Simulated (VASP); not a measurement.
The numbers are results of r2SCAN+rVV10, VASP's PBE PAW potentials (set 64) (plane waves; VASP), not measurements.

VASP ran on this input.

File POSCAR:
```
SmSb
1.0
  0.0000000000   3.1340000000   3.1340000000
  3.1340000000   0.0000000000   3.1340000000
  3.1340000000   3.1340000000   0.0000000000
Sm Sb
1 1
direct
  0.5000000000   0.5000000000   0.5000000000
  0.0000000000   0.0000000000   0.0000000000
```

### KPOINTS
```
Automatic mesh
0
Gamma
9 9 9
0 0 0
```

INCAR:
```
ALGO = Normal
BPARAM = 11.95
CPARAM = 0.0093
EDIFF = 1E-6
EDIFFG = -0.01
ENCUT = 400
IBRION = 2
ISIF = 3
ISMEAR = 1
LASPH = T
LCHARG = F
LMAXMIX = 6
LMIXTAU = T
LREAL = F
LUSE_VDW = T
LWAVE = F
METAGGA = R2SCAN
NELM = 100
NSW = 60
PREC = Accurate
SIGMA = 0.1
SYSTEM = SmSb
```

POTCAR, in this order: Sm_3 Sb (PBE.64 set). Program: vasp_std.

Output of the run:

**OSZICAR**
```
       N       E                     dE             d eps       ncg     rms          rms(c)
DAV:   1     0.379440994304E+02    0.37944E+02   -0.67111E+03   840   0.941E+02
DAV:   2    -0.584150388105E+02   -0.96359E+02   -0.93068E+02   976   0.254E+02
DAV:   3    -0.607836560587E+02   -0.23686E+01   -0.23108E+01  1040   0.377E+01
DAV:   4    -0.608268103777E+02   -0.43154E-01   -0.42723E-01  1028   0.493E+00
DAV:   5    -0.608276441668E+02   -0.83379E-03   -0.83322E-03  1052   0.742E-01    0.471E+00
DAV:   6    -0.576589528725E+02    0.31687E+01   -0.91501E-01   844   0.101E+01    0.283E+00
DAV:   7    -0.579269282051E+02   -0.26798E+00   -0.31260E-01   920   0.554E+00    0.960E-01
DAV:   8    -0.574642779149E+02    0.46265E+00   -0.63085E-01   876   0.732E+00    0.588E-01
DAV:   9    -0.575643617676E+02   -0.10008E+00   -0.16845E-02  1004   0.139E+00    0.622E-01
DAV:  10    -0.575689390481E+02   -0.45773E-02   -0.47173E-03   976   0.545E-01    0.891E-01
DAV:  11    -0.578729551796E+02   -0.30402E+00   -0.30002E-01   888   0.503E+00    0.127E-01
DAV:  12    -0.578625738080E+02    0.10381E-01   -0.15184E-02  1016   0.860E-01    0.147E-01
DAV:  13    -0.578765001985E+02   -0.13926E-01   -0.94201E-03   876   0.783E-01    0.165E-01
DAV:  14    -0.578763645513E+02    0.13565E-03   -0.25685E-03  1000   0.415E-01    0.762E-02
DAV:  15    -0.578753023536E+02    0.10622E-02   -0.18769E-03   868   0.376E-01    0.299E-02
DAV:  16    -0.578763277095E+02   -0.10254E-02   -0.70081E-04   888   0.183E-01    0.139E-02
DAV:  17    -0.578765382616E+02   -0.21055E-03   -0.19685E-04   972   0.124E-01    0.206E-02
DAV:  18    -0.578765468486E+02   -0.85870E-05   -0.76553E-06  1052   0.243E-02    0.114E-02
DAV:  19    -0.578765452714E+02    0.15772E-05   -0.18786E-06   884   0.126E-02    0.502E-03
DAV:  20    -0.578765484038E+02   -0.31324E-05   -0.31511E-06   892   0.172E-02    0.238E-03
DAV:  21    -0.578765463012E+02    0.21026E-05   -0.10015E-06   496   0.125E-02    0.302E-03
DAV:  22    -0.578765473417E+02   -0.10406E-05   -0.89055E-08   452   0.289E-03    0.201E-03
DAV:  23    -0.578765473506E+02   -0.89053E-08   -0.32005E-07   444   0.540E-03
   1 F= -.57876547E+02 E0= -.57876570E+02  d E =-.578765E+02
       N       E                     dE             d eps       ncg     rms          rms(c)
DAV:   1    -0.579277670459E+02   -0.51220E-01   -0.19104E+00   852   0.148E+01    0.113E+00
DAV:   2    -0.578864306056E+02    0.41336E-01   -0.57096E-02   848   0.242E+00    0.528E-01
DAV:   3    -0.578756160271E+02    0.10815E-01   -0.45513E-02   916   0.216E+00    0.125E-01
DAV:   4    -0.578759276990E+02   -0.31167E-03   -0.68462E-04  1016   0.240E-01    0.102E-01
DAV:   5    -0.578752849841E+02    0.64271E-03   -0.45127E-05   964   0.612E-02    0.114E-01
DAV:   6    -0.578771831468E+02   -0.18982E-02   -0.16130E-03  1052   0.362E-01    0.449E-01
DAV:   7    -0.578802012783E+02   -0.30181E-02   -0.15015E-02   984   0.702E-01    0.153E+00
DAV:   8    -0.578776128843E+02    0.25884E-02   -0.89598E-03   932   0.696E-01    0.284E-01
DAV:   9    -0.578775514313E+02    0.61453E-04   -0.13168E-03  1072   0.205E-01    0.970E-02
DAV:  10    -0.578775733632E+02   -0.21932E-04   -0.11057E-04   928   0.758E-02    0.772E-03
DAV:  11    -0.578776086594E+02   -0.35296E-04   -0.48826E-05   856   0.755E-02    0.114E-02
DAV:  12    -0.578776106807E+02   -0.20213E-05   -0.50613E-06   896   0.230E-02    0.425E-03
DAV:  13    -0.578776108821E+02   -0.20140E-06   -0.33747E-07   480   0.533E-03
   2 F= -.57877611E+02 E0= -.57877539E+02  d E =-.106353E-02
       N       E                     dE             d eps       ncg     rms          rms(c)
DAV:   1    -0.578896644112E+02   -0.12054E-01   -0.38178E-01   852   0.653E+00    0.511E-01
DAV:   2    -0.578812976274E+02    0.83668E-02   -0.11776E-02   844   0.111E+00    0.238E-01
DAV:   3    -0.578790381209E+02    0.22595E-02   -0.90251E-03   908   0.972E-01    0.556E-02
DAV:   4    -0.578791334342E+02   -0.95313E-04   -0.13549E-04  1004   0.110E-01    0.450E-02
DAV:   5    -0.578790133810E+02    0.12005E-03   -0.87759E-06   964   0.268E-02    0.494E-02
DAV:   6    -0.578794120854E+02   -0.39870E-03   -0.72583E-04  1040   0.225E-01    0.164E-01
DAV:   7    -0.578795446702E+02   -0.13258E-03   -0.29533E-04   996   0.111E-01    0.202E-01
DAV:   8    -0.578794945158E+02    0.50154E-04   -0.29399E-04   924   0.128E-01    0.113E-02
DAV:   9    -0.578795047567E+02   -0.10241E-04   -0.21076E-05  1060   0.281E-02    0.240E-02
DAV:  10    -0.578795048022E+02   -0.45508E-07   -0.62237E-06   920   0.181E-02
   3 F= -.57879505E+02 E0= -.57879487E+02  d E =-.295745E-02
```

File OUTCAR:
```
------------------------ aborting loop because EDIFF is reached ----------------------------------------
  FORCE on cell =-STRESS in cart. coord.  units (eV):
  Direction    XX          YY          ZZ          XY          YZ          ZX
  --------------------------------------------------------------------------------------
  Total        0.0042578      0.0042578      0.0042578      0.0000000      0.0000000     -0.0000000
  in kB        0.1091137      0.1091137      0.1091137      0.0000000      0.0000000     -0.0000000
  external PRESSURE =       0.1091137 kB  Pullay stress =       0.0000000 kB
  volume of cell :       62.52
      direct lattice vectors                 reciprocal lattice vectors
    -0.000000000  3.150133440  3.150133440    -0.158723435  0.158723435  0.158723435
     3.150133440 -0.000000000  3.150133440     0.158723435 -0.158723435  0.158723435
     3.150133440  3.150133440 -0.000000000     0.158723435  0.158723435 -0.158723435
 POSITION                                       TOTAL-FORCE (eV/Angst)
 -----------------------------------------------------------------------------------
      3.15013      3.15013      3.15013         0.000000     -0.000000      0.000000
      0.00000      0.00000      0.00000        -0.000000      0.000000     -0.000000
 -----------------------------------------------------------------------------------
    total drift:                                0.000000     -0.000000      0.000000
  FREE ENERGIE OF THE ION-ELECTRON SYSTEM (eV)
  ---------------------------------------------------
  free  energy   TOTEN  =       -57.8795048022 eV

  energy  without entropy=      -57.8794511930  energy(sigma->0) =      -57.87948693

 reached required accuracy - stopping structural energy minimisation
```
(Selected blocks of OUTCAR.)

**CONTCAR**
```
SmSb
   1.00000000000000
    -0.0000000000000000    3.1501334398344483    3.1501334398344483
     3.1501334398344483   -0.0000000000000000    3.1501334398344483
     3.1501334398344483    3.1501334398344483   -0.0000000000000000
  Sm              Sb
     1     1
Direct
     0.5000000000000000    0.5000000000000000    0.5000000000000000
     0.0000000000000000    0.0000000000000000    0.0000000000000000
```

The 4f electrons are frozen in the core of the lanthanide potential, so 4f levels, which can set the real gap, and their magnetism are missing.

The structure comes from a measured SmSb entry (Fm-3m) of the Crystallography Open Database, whose conditions weren't checked. This run relaxes it. Symmetry was kept, so distortions that lower it aren't found.
